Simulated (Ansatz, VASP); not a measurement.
**BPd3C: VASP beside Ansatz**

Aim: how closely do two programs agree when they are given the same cell, functional and k mesh? The cell is generated by rule, not measured, and may not be a known phase. The cell is taken from a series of runs on this material, whose earlier steps may have relaxed, scaled, displaced or heated it; both programs get it as it stands.

Method: plane waves, with VASP 6.6.1 beside it; zone-centre phonons at PBEsol, in Ansatz 0.2.0.

The structure was built from a prototype and need not be the compound's stable phase.

### Step 1. The starting structure

Symmetry: P4/mmm, No. 123, tetragonal system. Conventional cell: a = 4.226 Å, b = 4.226 Å, c = 3.951 Å, α = 90.00°, β = 90.00°, γ = 90.00°. Nearest to B lie 4 Pd at 2.11 Å. Nearest to Pd lie 2 C at 1.98 Å. Pd has 2 C at 2.11 Å and 2 B at 2.11 Å nearest. Nearest to C lie 6 Pd at 1.98 to 2.11 Å. Farther neighbours are not listed.

### Step 2. VASP: zone-centre phonons, PBEsol

Second derivatives magnify differences that forces hide, and they need a tight electronic threshold.

Lines of VASP's logs that name or quote its potential files are left out, and so is its time.

INCAR reads:

```
SYSTEM = BPd3C
PREC = Accurate
ENCUT = 600
EDIFF = 1E-08
NELM = 120
ISMEAR = 1
SIGMA = 0.15
LREAL = .FALSE.
ALGO = Normal
GGA = PS
NBANDS = 24
LASPH = .TRUE.
LORBIT = 11
LWAVE = .FALSE.
LCHARG = .FALSE.
ISIF = 2
IBRION = 8
GGA_COMPAT = .FALSE.
KPAR = 2
```

POSCAR reads:

```
BPd3C
1.0
    4.2256494610      0.0000000000      0.0000000000
    0.0000000000      4.2256494610      0.0000000000
    0.0000000000      0.0000000000      3.9514397142
B Pd C
1 3 1
Direct
    0.0000000000      0.0000000000      0.5000000000
    0.5000000000      0.5000000000      0.0000000000
    0.5000000000      0.0000000000      0.5000000000
    0.0000000000      0.5000000000      0.5000000000
    0.5000000000      0.5000000000      0.5000000000
```

KPOINTS reads:

```
Automatic mesh
0
Gamma
8 8 8
0 0 0
```

The projector-augmented-wave data sets are B, Pd and C (PBE family, release 64).

Run with:

```sh
mpirun -np 2 vasp_std
```

Numbers of over 12 decimals in the logs are rounded to 6 here.

Log:

```text
[banner, memory and clock lines left out]
running    2 mpi-ranks, on    1 nodes
 distrk:  each k-point on    1 cores,    2 groups
 distr:  one band on    1 cores,    1 groups

 POSCAR found type information on POSCAR B PdC
 POSCAR found :  3 types and       5 ions
|                                                                             |
|               ----> ADVICE to this user running VASP <----                  |
|                                                                             |
|     You enforced a specific xc type in the INCAR file but a different       |
|     [... a line on the potential file left out ...]
|     I HOPE YOU KNOW WHAT YOU ARE DOING!                                     |
|                                                                             |

 LDA part: xc-table for (Slater+PW92), standard interpolation
 POSCAR, INCAR and KPOINTS ok, starting setup
 FFT: planning ... GRIDC
 FFT: planning ... GRID_SOFT
 FFT: planning ... GRID
 WAVECAR not read
 entering main loop
       N       E                     dE             d eps       ncg     rms          rms(c)
DAV:   1     0.239302845246E+03    0.23930E+03   -0.19976E+04  3600   0.163E+03
DAV:   2    -0.246122964429E+02   -0.26392E+03   -0.25400E+03  4232   0.337E+02
DAV:   3    -0.344785746616E+02   -0.98663E+01   -0.97006E+01  4280   0.664E+01
DAV:   4    -0.346286574882E+02   -0.15008E+00   -0.14990E+00  4088   0.848E+00
DAV:   5    -0.346317215072E+02   -0.30640E-02   -0.30627E-02  4544   0.117E+00    0.252E+01
DAV:   6    -0.321110835381E+02    0.25206E+01   -0.20861E+01  4168   0.373E+01    0.987E+00
DAV:   7    -0.314926702445E+02    0.61841E+00   -0.33940E+00  4120   0.162E+01    0.711E+00
DAV:   8    -0.314658273752E+02    0.26843E-01   -0.39860E-01  4280   0.588E+00    0.229E+00
DAV:   9    -0.314310731195E+02    0.34754E-01   -0.16108E-01  4440   0.535E+00    0.629E-01
DAV:  10    -0.314250806763E+02    0.59924E-02   -0.25710E-02  4024   0.147E+00    0.174E-01
DAV:  11    -0.314249968648E+02    0.83811E-04   -0.18770E-03  4400   0.287E-01    0.112E-01
DAV:  12    -0.314250159203E+02   -0.19055E-04   -0.17313E-04  4304   0.804E-02    0.460E-02
DAV:  13    -0.314250121313E+02    0.37889E-05   -0.28384E-05  4544   0.398E-02    0.151E-02
DAV:  14    -0.314250128154E+02   -0.68410E-06   -0.56539E-06  4176   0.141E-02    0.262E-03
DAV:  15    -0.314250129702E+02   -0.15479E-06   -0.75428E-07  4280   0.693E-03    0.201E-03
DAV:  16    -0.314250128557E+02    0.11453E-06   -0.13261E-07  4184   0.265E-03    0.338E-04
DAV:  17    -0.314250128641E+02   -0.84046E-08   -0.95453E-09  2512   0.682E-04
   1 F= -.31425013E+02 E0= -.31424563E+02  d E =-.135084E-02
 Linear response reoptimize wavefunctions to high precision
DAV:   1    -0.314250128612E+02    0.29077E-08   -0.14919E-09  2728   0.250E-04
DAV:   2    -0.314250128612E+02   -0.30923E-10   -0.20734E-10  2256   0.874E-05
 Linear response DOF=           9
 Linear response progress:
  Degree of freedom:   1/  9
       N       E                     dE             d eps       ncg     rms          rms(c)
RMM:   1    -0.419909764920E-01   -0.41991E-01    0.76792E-03 13577   0.882E-01
RMM:   2    -0.407359843853E-01    0.12550E-02   -0.13954E-03  9211   0.175E-01    0.125E-01
RMM:   3    -0.407124749336E-01    0.23509E-04   -0.59397E-04  9259   0.109E-01    0.631E-02
RMM:   4    -0.409253337293E-01   -0.21286E-03   -0.18039E-04  9339   0.577E-02    0.207E-02
RMM:   5    -0.409739948645E-01   -0.48661E-04   -0.93939E-06  9475   0.168E-02    0.278E-03
RMM:   6    -0.409829965170E-01   -0.90017E-05   -0.10658E-06  9563   0.504E-03    0.189E-03
RMM:   7    -0.409835125557E-01   -0.51604E-06   -0.19055E-08  9566   0.216E-03    0.536E-04
RMM:   8    -0.409814220389E-01    0.20905E-05   -0.23542E-08  9528   0.765E-04    0.219E-04
RMM:   9    -0.409813972368E-01    0.24802E-07    0.40260E-10  9653   0.198E-04    0.277E-05
RMM:  10    -0.409814022127E-01   -0.49760E-08    0.41106E-11  9933   0.490E-05    0.129E-05
 first order change of Fermi-energy   0.12131E-03
 force on displaced ion       1 direction 1 :  -5.316   0.000   0.000
 Linear response progress:
  Degree of freedom:   2/  9
       N       E                     dE             d eps       ncg     rms          rms(c)
RMM:   1    -0.310805697500E-01   -0.31081E-01   -0.39948E-03  7909   0.697E-01
RMM:   2    -0.304175870641E-01    0.66298E-03   -0.74562E-04  5544   0.127E-01    0.886E-02
RMM:   3    -0.303066509344E-01    0.11094E-03   -0.93150E-05  5541   0.461E-02    0.514E-02
RMM:   4    -0.302330527582E-01    0.73598E-04   -0.47690E-05  5570   0.334E-02    0.132E-02
RMM:   5    -0.301506534381E-01    0.82399E-04   -0.48313E-06  5508   0.118E-02    0.112E-03
RMM:   6    -0.301474143643E-01    0.32391E-05   -0.19344E-07  5715   0.247E-03    0.726E-04
[...]
RMM:   9    -0.263157122655E+00    0.11208E-04   -0.31570E-08  9433   0.940E-04    0.110E-04
RMM:  10    -0.263155725809E+00    0.13968E-05   -0.41096E-09  9766   0.196E-04    0.362E-05
RMM:  11    -0.263155554256E+00    0.17155E-06   -0.13094E-08  9729   0.672E-05    0.206E-05
RMM:  12    -0.263155459358E+00    0.94899E-07    0.86880E-09  9738   0.402E-05    0.234E-05
RMM:  13    -0.263155520644E+00   -0.61286E-07   -0.38010E-09  9456   0.311E-05    0.898E-06
[...]
RMM:  12    -0.260609592449E+00    0.19895E-06   -0.76066E-09  9893   0.314E-05    0.523E-06
RMM:  13    -0.260609622406E+00   -0.29956E-07    0.10345E-08  9575   0.188E-05    0.156E-06
RMM:  14    -0.260609619399E+00    0.30069E-08   -0.54451E-09  9058   0.121E-05    0.597E-07
 first order change of Fermi-energy  -0.11356E-03
 force on displaced ion       3 direction 1 :  -3.060   0.000   0.000
 Linear response progress:
  Degree of freedom:   6/  9
       N       E                     dE             d eps       ncg     rms          rms(c)
RMM:   1    -0.269292856493E+00   -0.26929E+00   -0.30671E-01 10585   0.317E+00
RMM:   2    -0.258227220483E+00    0.11066E-01   -0.98719E-03  9048   0.570E-01    0.167E-01
RMM:   3    -0.258393558513E+00   -0.16634E-03   -0.19057E-04  9325   0.875E-02    0.983E-02
RMM:   4    -0.258818816577E+00   -0.42526E-03   -0.23028E-04  9251   0.832E-02    0.128E-02
RMM:   5    -0.258811631101E+00    0.71855E-05   -0.32268E-06  9583   0.134E-02    0.793E-03
RMM:   6    -0.258812297251E+00   -0.66615E-06   -0.19289E-06  9417   0.767E-03    0.350E-03
RMM:   7    -0.258813396891E+00   -0.10996E-05   -0.21011E-07  9455   0.362E-03    0.528E-04
RMM:   8    -0.258812924829E+00    0.47206E-06   -0.19086E-08  9560   0.718E-04    0.257E-04
RMM:   9    -0.258810948661E+00    0.19762E-05   -0.93020E-09  9575   0.530E-04    0.137E-04
RMM:  10    -0.258810719064E+00    0.22960E-06    0.42455E-08  9557   0.180E-04    0.583E-05
RMM:  11    -0.258810543640E+00    0.17542E-06    0.20506E-07  9802   0.815E-05    0.253E-05
RMM:  12    -0.258810290745E+00    0.25290E-06    0.11363E-08  9924   0.395E-05    0.451E-06
RMM:  13    -0.258810269285E+00    0.21460E-07    0.37281E-08 10243   0.192E-05    0.200E-06
RMM:  14    -0.258810275382E+00   -0.60967E-08   -0.15398E-09  9328   0.123E-05    0.112E-06
 first order change of Fermi-energy   0.70171E-03
 force on displaced ion       3 direction 2 :   0.000  -7.775   0.000
 Linear response progress:
  Degree of freedom:   7/  9
       N       E                     dE             d eps       ncg     rms          rms(c)
RMM:   1    -0.265969227571E+00   -0.26597E+00   -0.28765E-01 10358   0.313E+00
RMM:   2    -0.261125076161E+00    0.48442E-02   -0.73770E-03  9063   0.494E-01    0.178E-01
RMM:   3    -0.260797306741E+00    0.32777E-03   -0.62009E-04  8964   0.136E-01    0.939E-02
RMM:   4    -0.260986806331E+00   -0.18950E-03   -0.75408E-04  9217   0.133E-01    0.217E-02
RMM:   5    -0.260866892842E+00    0.11991E-03   -0.65201E-05  8829   0.420E-02    0.991E-03
RMM:   6    -0.260889013436E+00   -0.22121E-04   -0.14448E-05  8781   0.194E-02    0.286E-03
RMM:   7    -0.260860329020E+00    0.28684E-04   -0.44047E-07  9628   0.405E-03    0.227E-03
RMM:   8    -0.260844356749E+00    0.15972E-04   -0.15011E-07  9222   0.185E-03    0.954E-04
RMM:   9    -0.260833247855E+00    0.11109E-04   -0.64615E-08  9125   0.126E-03    0.909E-05
RMM:  10    -0.260831496383E+00    0.17515E-05   -0.55340E-08  9748   0.225E-04    0.270E-05
RMM:  11    -0.260831411267E+00    0.85116E-07   -0.49187E-09  9847   0.445E-05    0.152E-05
RMM:  12    -0.260831252248E+00    0.15902E-06   -0.21850E-09  9828   0.264E-05    0.792E-06
RMM:  13    -0.260831145751E+00    0.10650E-06   -0.33036E-10  9875   0.192E-05    0.652E-06
RMM:  14    -0.260831186632E+00   -0.40881E-07    0.97980E-10  9409   0.146E-05    0.184E-06
RMM:  15    -0.260831211911E+00   -0.25279E-07   -0.15767E-09  9246   0.112E-05    0.376E-07
RMM:  16    -0.260831210133E+00    0.17785E-08    0.41912E-10  4831   0.877E-06    0.138E-07
 first order change of Fermi-energy   0.53231E-04
 force on displaced ion       3 direction 3 :   0.000   0.000  -4.361
 Linear response progress:
  Degree of freedom:   8/  9
       N       E                     dE             d eps       ncg     rms          rms(c)
RMM:   1    -0.119983141491E+00   -0.11998E+00    0.71246E-02 13202   0.164E+00
RMM:   2    -0.116285102581E+00    0.36980E-02   -0.42811E-03  9097   0.367E-01    0.130E-01
RMM:   3    -0.116495322049E+00   -0.21022E-03   -0.70914E-04  9198   0.129E-01    0.637E-02
RMM:   4    -0.116828716077E+00   -0.33339E-03   -0.20467E-04  9170   0.670E-02    0.196E-02
RMM:   5    -0.116855694647E+00   -0.26979E-04   -0.10753E-05  9526   0.185E-02    0.405E-03
RMM:   6    -0.116859095086E+00   -0.34004E-05   -0.10624E-06  9583   0.513E-03    0.237E-03
RMM:   7    -0.116856347133E+00    0.27480E-05   -0.37357E-08  9535   0.242E-03    0.668E-04
RMM:   8    -0.116851475417E+00    0.48717E-05    0.59702E-09  9382   0.827E-04    0.212E-04
RMM:   9    -0.116851264994E+00    0.21042E-06   -0.22330E-08  9750   0.212E-04    0.806E-05
RMM:  10    -0.116851430940E+00   -0.16595E-06   -0.80408E-09  9810   0.960E-05    0.374E-05
RMM:  11    -0.116851457833E+00   -0.26894E-07   -0.20921E-08  9782   0.420E-05    0.181E-05
RMM:  12    -0.116851448528E+00    0.93058E-08   -0.14764E-08  9775   0.220E-05    0.383E-06
 first order change of Fermi-energy  -0.36586E-03
 force on displaced ion       5 direction 1 :  -5.521   0.000   0.000
 Linear response progress:
  Degree of freedom:   9/  9
       N       E                     dE             d eps       ncg     rms          rms(c)
RMM:   1    -0.126966158706E+00   -0.12697E+00    0.69640E-02  7610   0.171E+00
RMM:   2    -0.123397510057E+00    0.35686E-02   -0.65100E-03  5513   0.392E-01    0.173E-01
RMM:   3    -0.123676858245E+00   -0.27935E-03   -0.12083E-03  5458   0.164E-01    0.866E-02
RMM:   4    -0.124173034355E+00   -0.49618E-03   -0.32723E-04  5522   0.829E-02    0.278E-02
RMM:   5    -0.124280882973E+00   -0.10785E-03   -0.16107E-05  5651   0.227E-02    0.589E-03
RMM:   6    -0.124289128434E+00   -0.82455E-05   -0.22708E-06  5710   0.759E-03    0.254E-03
RMM:   7    -0.124290163199E+00   -0.10348E-05   -0.22980E-07  5718   0.311E-03    0.851E-04
RMM:   8    -0.124288692514E+00    0.14707E-05   -0.14992E-08  5681   0.900E-04    0.279E-04
RMM:   9    -0.124288415481E+00    0.27703E-06   -0.43511E-09  5862   0.159E-04    0.106E-04
RMM:  10    -0.124288368604E+00    0.46877E-07   -0.91389E-09  5891   0.738E-05    0.157E-05
RMM:  11    -0.124288390881E+00   -0.22277E-07    0.28005E-09  6009   0.226E-05    0.463E-06
RMM:  12    -0.124288409478E+00   -0.18597E-07    0.40103E-09  5916   0.992E-06    0.172E-06
RMM:  13    -0.124288411540E+00   -0.20623E-08    0.10773E-09  5332   0.619E-06    0.566E-07
 first order change of Fermi-energy  -0.27343E-03
 force on displaced ion       5 direction 3 :   0.000  -0.000 -10.095
 Linear response finished
```

[end of part 1 of 2]

[Lines on the potential files, build, host, timing and source positions are cut from VASP's logs without a mark.]

[Logs are printed without paths, hosts, clocks, repeated set-up lines and the standing remarks that a program may print on its own settings, such as how far it seeks lower states.]

[Hosts, paths, dates, database ids (printed as entryN), source tags and the programs' standing remarks are cut or masked in the printed files.]
